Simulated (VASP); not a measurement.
Output of a VASP run:

OUTCAR:
```
 ion  position               nearest neighbor table
   1  0.000  0.000  0.000-   2 2.34   2 2.34   2 2.34   2 2.34   2 2.34   2 2.34
   2  0.500  0.500  0.500-   1 2.34   1 2.34   1 2.34   1 2.34   1 2.34   1 2.34
  LATTYP: Found a face centered cubic cell.
 ALAT       =     4.6767763248
 Subroutine PRICEL returns:
 Original cell was already a primitive cell.
 Subroutine GETGRP returns: Found 48 space group operations
The static configuration has the point symmetry O_h .
The dynamic configuration has the point symmetry O_h .
 Subroutine INISYM returns: Found 48 space group operations
 Subroutine IBZKPT returns following result:
 Found     56 irreducible k-points:

 Following reciprocal coordinates:
            Coordinates               Weight
  0.000000  0.000000  0.000000      1.000000
  0.090909  0.000000  0.000000      8.000000
  0.181818  0.000000  0.000000      8.000000
  0.272727  0.000000  0.000000      8.000000
  0.363636  0.000000  0.000000      8.000000
  0.454545  0.000000  0.000000      8.000000
  0.090909  0.090909  0.000000      6.000000
  0.181818  0.090909  0.000000     24.000000
  0.272727  0.090909  0.000000     24.000000
  0.363636  0.090909  0.000000     24.000000
  0.454545  0.090909  0.000000     24.000000
 -0.454545  0.090909  0.000000     24.000000
 -0.363636  0.090909  0.000000     24.000000
 -0.272727  0.090909  0.000000     24.000000
 -0.181818  0.090909  0.000000     24.000000
 -0.090909  0.090909  0.000000     12.000000
  0.181818  0.181818  0.000000      6.000000
  0.272727  0.181818  0.000000     24.000000
  0.363636  0.181818  0.000000     24.000000
  0.454545  0.181818  0.000000     24.000000
 -0.454545  0.181818  0.000000     24.000000
 -0.363636  0.181818  0.000000     24.000000
 -0.272727  0.181818  0.000000     24.000000
 -0.181818  0.181818  0.000000     12.000000
  0.272727  0.272727  0.000000      6.000000
  0.363636  0.272727  0.000000     24.000000
  0.454545  0.272727  0.000000     24.000000
 -0.454545  0.272727  0.000000     24.000000
 -0.363636  0.272727  0.000000     24.000000
 -0.272727  0.272727  0.000000     12.000000
  0.363636  0.363636  0.000000      6.000000
  0.454545  0.363636  0.000000     24.000000
 -0.454545  0.363636  0.000000     24.000000
 -0.363636  0.363636  0.000000     12.000000
  0.454545  0.454545  0.000000      6.000000
 -0.454545  0.454545  0.000000     12.000000
  0.272727  0.181818  0.090909     24.000000
  0.363636  0.181818  0.090909     48.000000
  0.454545  0.181818  0.090909     48.000000
 -0.454545  0.181818  0.090909     48.000000
   k-points           NKPTS =     56   k-points in BZ     NKDIM =     56   number of bands    NBANDS=     11
   number of dos      NEDOS =    601   number of ions     NIONS =      2
   total plane-waves  NPLWV =  21952
   dimension x,y,z NGX =    28 NGY =   28 NGZ =   28
   dimension x,y,z NGXF=    56 NGYF=   56 NGZF=   56
   ions per type =               1   1
   PREC   = accura    normal or accurate (medium, high low for compatibility)
   ISTART =      0    job   : 0-new  1-cont  2-samecut
   ICHARG =      2    charge: 1-file 2-atom 10-const
   ISPIN  =      1    spin polarized calculation?
   LNONCOLLINEAR =      F non collinear calculations
   LSORBIT =      F    spin-orbit coupling
   INIWAV =      1    electr: 0-lowe 1-rand  2-diag
   ENCUT  =  520.0 eV  38.22 Ry    6.18 a.u.   6.15  6.15  6.15*2*pi/ulx,y,z
   NELM   =    100;   NELMIN=  2; NELMDL= -5     # of ELM steps
   EDIFF  = 0.1E-06   stopping-criterion for ELM
   LREAL  =      F    real-space projection
   NLSPLINE    = F    spline interpolate recip. space projectors
   LMAXMIX     =    2 max onsite mixed and CHGCAR
   VOSKOWN=      0    Vosko Wilk Nusair interpolation
   EDIFFG = 0.1E-05   stopping-criterion for IOM
   NSW    =      0    number of steps for IOM
   NBLOCK =      1;   KBLOCK =      1    inner block; outer block
   IBRION =     -1    ionic relax: 0-MD 1-quasi-New 2-CG
...
```

### OSZICAR
```
       N       E                     dE             d eps       ncg     rms          rms(c)
DAV:   1     0.114789646358E+03    0.11479E+03   -0.80958E+03  1259   0.154E+03
DAV:   2     0.113734984229E+01   -0.11365E+03   -0.10677E+03  1309   0.372E+02
DAV:   3    -0.521926662528E+01   -0.63566E+01   -0.63366E+01  1400   0.883E+01
DAV:   4    -0.528717707695E+01   -0.67910E-01   -0.67897E-01  1373   0.975E+00
DAV:   5    -0.528792966902E+01   -0.75259E-03   -0.75258E-03  1391   0.107E+00    0.520E+00
DAV:   6    -0.446970455724E+01    0.81823E+00   -0.35484E+00  1471   0.182E+01    0.185E+00
DAV:   7    -0.446680527846E+01    0.28993E-02   -0.30843E-02  1256   0.275E+00    0.105E+00
DAV:   8    -0.447703636143E+01   -0.10231E-01   -0.37017E-02  1241   0.465E+00    0.139E-01
DAV:   9    -0.447856726214E+01   -0.15309E-02   -0.79345E-03  1343   0.104E+00    0.113E-01
DAV:  10    -0.447837472059E+01    0.19254E-03   -0.14067E-03  1325   0.587E-01    0.117E-02
DAV:  11    -0.447837821597E+01   -0.34954E-05   -0.36765E-05  1331   0.110E-01    0.101E-02
DAV:  12    -0.447837985894E+01   -0.16430E-05   -0.16351E-05  1268   0.459E-02    0.503E-03
DAV:  13    -0.447837974432E+01    0.11462E-06   -0.14917E-06  1337   0.160E-02    0.977E-04
DAV:  14    -0.447837969683E+01    0.47489E-07   -0.15500E-07  1340   0.684E-03
   1 F= -.44783797E+01 E0= -.44783797E+01  d E =0.000000E+00
```

OUTCAR:
```
------------------------ aborting loop because EDIFF is reached ----------------------------------------
  FORCE on cell =-STRESS in cart. coord.  units (eV):
  Direction    XX          YY          ZZ          XY          YZ          ZX
  --------------------------------------------------------------------------------------
  Total        0.0167703      0.0167703      0.0167703      0.0000000     -0.0000000     -0.0000000
  in kB        1.0506827      1.0506827      1.0506827      0.0000000     -0.0000000     -0.0000000
  external PRESSURE =       1.0506827 kB  Pullay stress =       0.0000000 kB
  volume of cell :       25.57
      direct lattice vectors                 reciprocal lattice vectors
     0.000000000  2.338388162  2.338388162    -0.213822499  0.213822499  0.213822499
     2.338388162  0.000000000  2.338388162     0.213822499 -0.213822499  0.213822499
     2.338388162  2.338388162  0.000000000     0.213822499  0.213822499 -0.213822499
  FREE ENERGIE OF THE ION-ELECTRON SYSTEM (eV)
  ---------------------------------------------------
  free  energy   TOTEN  =        -4.4783796968 eV

  energy  without entropy=       -4.4783796968  energy(sigma->0) =       -4.47837970

 total charge

# of ion       s       p       d       tot
------------------------------------------
    1        0.045   5.994   0.000   6.039
    2        1.723   4.378   0.000   6.101
--------------------------------------------------
tot          1.769  10.372   0.000  12.141
```
(Selected blocks of OUTCAR.)

POSCAR:
```
NaF
1
    0.0000000000     2.3383881624     2.3383881624
    2.3383881624     0.0000000000     2.3383881624
    2.3383881624     2.3383881624     0.0000000000
Na F
1 1
Direct
  0.0000000000   0.0000000000   0.0000000000
  0.5000000000   0.5000000000   0.5000000000
```

Reconstruct the remaining input files.

Several could match; the one computed here: the input of the run itself, vdW-DF-cx, plane waves, VASP's PBE PAW potentials (set 64).

File KPOINTS:
```
Automatic mesh
0
Gamma
11 11 11
0 0 0
```

**INCAR**
```
# general
SYSTEM    =  NaF
PREC      =  Accurate
ENCUT     =  520
LREAL     =  .FALSE.   # projection in real space or not
LASPH     =  .TRUE.   # aspherical one-centre terms

# electronic loop
EDIFF     =  1E-7
NELM      =  100   # most electronic steps
ALGO      =  Normal   # blocked Davidson

# smearing
ISMEAR    =  -5

# functional
GGA       =  CX
LUSE_VDW  =  .TRUE.
AGGAC     =  0.0

# ions
ISIF      =  2   # forces and stress, cell fixed

# output
LWAVE     =  .FALSE.
LCHARG    =  .TRUE.
LORBIT    =  11
NEDOS     =  601
```

POTCAR, in this order: Na_pv F (PBE.64 set). Program: vasp_std.

The compound is NaF in the rock salt structure. It was relaxed first.
